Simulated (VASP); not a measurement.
```yaml
crystal:
  lattice:
    - [2.47324, 1.42792, 4.50059]
    - [-2.47324, 1.42792, 4.50059]
    - [0.00000, -2.85585, 4.50059]
  atoms:
    - { symbol: V, position: [0.35216, 0.35216, 0.35216], spin: 2.0 }
    - { symbol: V, position: [0.14784, 0.14784, 0.14784], spin: 2.0 }
    - { symbol: V, position: [0.64784, 0.64784, 0.64784], spin: 2.0 }
    - { symbol: V, position: [0.85216, 0.85216, 0.85216], spin: 2.0 }
    - { symbol: O, position: [0.55610, 0.94390, 0.25000] }
    - { symbol: O, position: [0.25000, 0.55610, 0.94390] }
    - { symbol: O, position: [0.94390, 0.25000, 0.55610] }
    - { symbol: O, position: [0.44390, 0.05610, 0.75000] }
    - { symbol: O, position: [0.75000, 0.44390, 0.05610] }
    - { symbol: O, position: [0.05610, 0.75000, 0.44390] }
```

Calculation: PBE GGA + U (Dudarev), VASP's PBE PAW potentials (set 64) (plane waves; VASP). Settings: 400 eV cut-off, 6×6×6 Γ-centred mesh, Fermi-Dirac smearing of 0.10 eV, potentials V_sv O, U − J: V 3.25 eV.

At this cut-off the stress carries a Pulay error, which pulls relaxed volumes low. The moments were started parallel, and other spin orders were not tried in this run.

**Question.** Estimate the cell moment, energy per atom (σ→0), pressure, band gap (on the k-mesh) with the smallest direct gap where there is one.

**Answer.** 
The band gap (on the k-mesh) is none (metal, semimetal or under 0.01 eV) and the cell moment comes out as 8.00 μB. The energy per atom (σ→0) comes out as -7.902 eV/atom and the pressure is 23.61 GPa.

**Question.** Give the moment on each site (PAW-sphere projection).

**Answer.** 
```json
[
 {"site": "V1", "moment (μB)": "1.92"},
 {"site": "V2", "moment (μB)": "1.92"},
 {"site": "V3", "moment (μB)": "1.92"},
 {"site": "V4", "moment (μB)": "1.92"},
 {"site": "O5", "moment (μB)": "-0.02"},
 {"site": "O6", "moment (μB)": "-0.02"},
 {"site": "O7", "moment (μB)": "-0.02"},
 {"site": "O8", "moment (μB)": "-0.02"},
 {"site": "O9", "moment (μB)": "-0.02"},
 {"site": "O10", "moment (μB)": "-0.02"}
]
```

The structure was generated: V2O3 was put into an ordered model structure, which need not be its known phase. The cell was not relaxed at this level. A gapless solution with U can be a metastable orbital state.
